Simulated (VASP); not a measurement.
Consider the following.

```yaml
crystal:
  lattice:
    - [4.40656, 0.00000, 0.00000]
    - [0.00000, 4.40656, 0.00000]
    - [0.00000, 0.00000, 2.86659]
  atoms:
    - { symbol: Mn, position: [0.00000, 0.00000, 0.00000], spin: 2.5 }
    - { symbol: Mn, position: [0.50000, 0.50000, 0.50000], spin: -2.5 }
    - { symbol: O, position: [0.30408, 0.30408, 0.00000] }
    - { symbol: O, position: [0.80408, 0.19592, 0.50000] }
    - { symbol: O, position: [0.19592, 0.80408, 0.50000] }
    - { symbol: O, position: [0.69592, 0.69592, 0.00000] }
```

All values below come from PBE GGA with D3 dispersion (Becke-Johnson damping), VASP's PBE PAW potentials (set 64) (plane waves; VASP). Settings: 520 eV cut-off, 8×8×12 Γ-centred mesh, tetrahedra with Blöchl corrections, potentials Mn_pv O.

The cores are frozen, which limits the accuracy of field gradients.

Question: Give the principal components of the electric field gradient (V/Å²) and the asymmetry η at each nucleus.

Answer: 
| atom | Vxx | Vyy | Vzz | η |
|---|---|---|---|---|
| Mn1 | -5.2 | -4.5 | 9.6 | 0.07 |
| Mn2 | -5.2 | -4.5 | 9.6 | 0.07 |
| O3 | 64.1 | 28.0 | -92.1 | 0.39 |
| O4 | 64.1 | 28.0 | -92.1 | 0.39 |
| O5 | 64.1 | 28.0 | -92.1 | 0.39 |
| O6 | 64.1 | 28.0 | -92.1 | 0.39 |

The compound is MnO2 in the rutile structure. It was relaxed first.
